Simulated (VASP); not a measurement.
A VASP calculation is set up with these files.

File KPOINTS:
```
Automatic mesh
0
Gamma
7 7 4
0 0 0
```

File POSCAR:
```
ZnO
1
    1.6250000000    -2.8145830000     0.0000000000
    1.6250000000     2.8145830000     0.0000000000
    0.0000000000     0.0000000000     5.2100000000
Zn O
2 2
Direct
  0.6666670000   0.3333330000   0.5000000000
  0.3333330000   0.6666670000   0.0000000000
  0.6666670000   0.3333330000   0.8820000000
  0.3333330000   0.6666670000   0.3820000000
```

INCAR:
```
SYSTEM = ZnO
PREC = Accurate
ENCUT = 520
EDIFF = 1E-6
NELM = 60
ALGO = Normal
LREAL = .FALSE.
LASPH = .TRUE.
ISMEAR = 0
SIGMA = 0.05
GGA = PE
LMAXMIX = 4
LWAVE = .FALSE.
LCHARG = .FALSE.
ISIF = 2
```

POTCAR, in this order: O Zn (PBE.64 set). Program: vasp_std.

**Question.** Does this input run properly? What does VASP do?

**Answer.** There is a fault: POTCAR lists the elements in another order than POSCAR. The run ends without an error. Against the sound run, the pressure hardly moves.

### standard output
```
 POSCAR found type information on POSCAR ZnO
 POSCAR found :  2 types and       4 ions
 Reading from existing POTCAR
 Reading from existing POTCAR
 WARNING: type information on POSCAR and POTCAR are incompatible
 POTCAR overwrites the type information in POSCAR
 typ   1 type information:  Zn O
 WARNING: type information on POSCAR and POTCAR are incompatible
 POTCAR overwrites the type information in POSCAR
 typ   2 type information:  O  Zn
 LDA part: xc-table for (Slater+PW92), standard interpolation
 POSCAR, INCAR and KPOINTS ok, starting setup
 WAVECAR not read
 entering main loop
       N       E                     dE             d eps       ncg     rms          rms(c)
DAV:   1     0.289876476917E+03    0.28988E+03   -0.18832E+04  1064   0.236E+03
DAV:   2     0.998204101190E+01   -0.27989E+03   -0.27059E+03  1146   0.442E+02
DAV:   3    -0.204601777164E+02   -0.30442E+02   -0.30207E+02  1176   0.155E+02
DAV:   4    -0.210621955652E+02   -0.60202E+00   -0.60112E+00  1218   0.233E+01
DAV:   5    -0.210666606635E+02   -0.44651E-02   -0.44649E-02  1170   0.193E+00    0.151E+01
DAV:   6    -0.176817102091E+02    0.33850E+01   -0.11789E+01  1806   0.727E+01    0.928E+00
DAV:   7    -0.178588222021E+02   -0.17711E+00   -0.26878E+00  1106   0.195E+01    0.552E+00
DAV:   8    -0.178845505490E+02   -0.25728E-01   -0.80969E-01  1596   0.930E+00    0.182E+00
DAV:   9    -0.178205638483E+02    0.63987E-01   -0.19013E-01  1662   0.804E+00    0.335E-01
DAV:  10    -0.178243009011E+02   -0.37371E-02   -0.56691E-02  1086   0.176E+00    0.157E-01
DAV:  11    -0.178242265868E+02    0.74314E-04   -0.17105E-03  1532   0.650E-01    0.392E-02
DAV:  12    -0.178242886328E+02   -0.62046E-04   -0.21072E-04  1462   0.334E-01    0.342E-02
DAV:  13    -0.178242828955E+02    0.57373E-05   -0.41898E-05  1392   0.154E-01    0.122E-02
DAV:  14    -0.178242840151E+02   -0.11196E-05   -0.17359E-05  1122   0.384E-02    0.522E-03
DAV:  15    -0.178242834183E+02    0.59683E-06   -0.17996E-06   828   0.122E-02
   1 F= -.17824283E+02 E0= -.17824283E+02  d E =-.372602E-12
```

**OUTCAR**
```
------------------------ aborting loop because EDIFF is reached ----------------------------------------
  FORCE on cell =-STRESS in cart. coord.  units (eV):
  Direction    XX          YY          ZZ          XY          YZ          ZX
  --------------------------------------------------------------------------------------
  Total        1.7213043      1.7213048      1.7396963      0.0000000      0.0000000      0.0000000
  in kB       57.8672827     57.8673007     58.4855917      0.0000000      0.0000000      0.0000000
  external PRESSURE =      58.0733917 kB  Pullay stress =       0.0000000 kB
  volume of cell :       47.66
      direct lattice vectors                 reciprocal lattice vectors
     1.625000000 -2.814583000  0.000000000     0.307692308 -0.177646209  0.000000000
     1.625000000  2.814583000  0.000000000     0.307692308  0.177646209  0.000000000
     0.000000000  0.000000000  5.210000000     0.000000000  0.000000000  0.191938580
  FREE ENERGIE OF THE ION-ELECTRON SYSTEM (eV)
  ---------------------------------------------------
  free  energy   TOTEN  =       -17.8242834183 eV

  energy  without entropy=      -17.8242834183  energy(sigma->0) =      -17.82428342
```
(Selected blocks of OUTCAR.)

To mend it, use POTCAR Zn O of the PBE.64 set.

The mended run (PBE GGA, plane waves, VASP's PBE PAW potentials (set 64)) converges, and its OSZICAR ends with
```
   1 F= -.17824184E+02 E0= -.17824184E+02  d E =-.373119E-12
```

The compound is ZnO in the wurtzite structure. The cell was not relaxed at this level.
